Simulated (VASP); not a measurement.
An input for Ansatz (written as the equivalent of a VASP run, and not itself run):

Ansatz 0.2 input:
```yaml
crystal:
  lattice:
    - [-2.1300000, 2.1300000, 2.1300000]
    - [2.1300000, -2.1300000, 2.1300000]
    - [2.1300000, 2.1300000, -2.1300000]
  atoms:
    - { symbol: Na, position: [0.0000000, 0.0000000, 0.0000000] }
kpoints:
  mp_grid: { grid: [11, 11, 11] }
hamiltonian:
  xc: pbe
  pseudopotentials: { kind: paw }
scf:
  occupations: { method: methfessel_paxton, width: 0.1 }
  max_iter: 100
output: { forces: true, stress: true, eigenvalues: true }
```

Question: Write the VASP files for the same calculation (PBE).

Answer: Several could match; the one computed here: 
INCAR:
```
ALGO  =  Normal
EDIFF  =  1E-6
ENCUT  =  400
GGA  =  PE
ISIF  =  2
ISMEAR  =  1
LASPH  =  .True.
LCHARG  =  .False.
LREAL  =  .False.
LWAVE  =  .False.
NELM  =  100
PREC  =  Accurate
SIGMA  =  0.1
SYSTEM  =  Na
```

### POSCAR
```
Na
1
   -2.1300000000     2.1300000000     2.1300000000
    2.1300000000    -2.1300000000     2.1300000000
    2.1300000000     2.1300000000    -2.1300000000
Na
1
Direct
  0.0000000000   0.0000000000   0.0000000000
```

**KPOINTS**
```
Automatic mesh
0
Gamma
  11 11 11
0 0 0
```

POTCAR, in this order: Na_pv (PBE.64 set). Program: vasp_std.

The two are equivalent in intent, not identical: each code has its own PAW files, so the cut-off isn't converted (ENCUT is set for VASP's; basis.ecutwfc is left out, and Ansatz then takes the one that its files recommend); Ansatz stops its SCF on the density residual and VASP on the energy change (EDIFF).

The compound is Na in the bcc structure. The cell was not relaxed at this level.
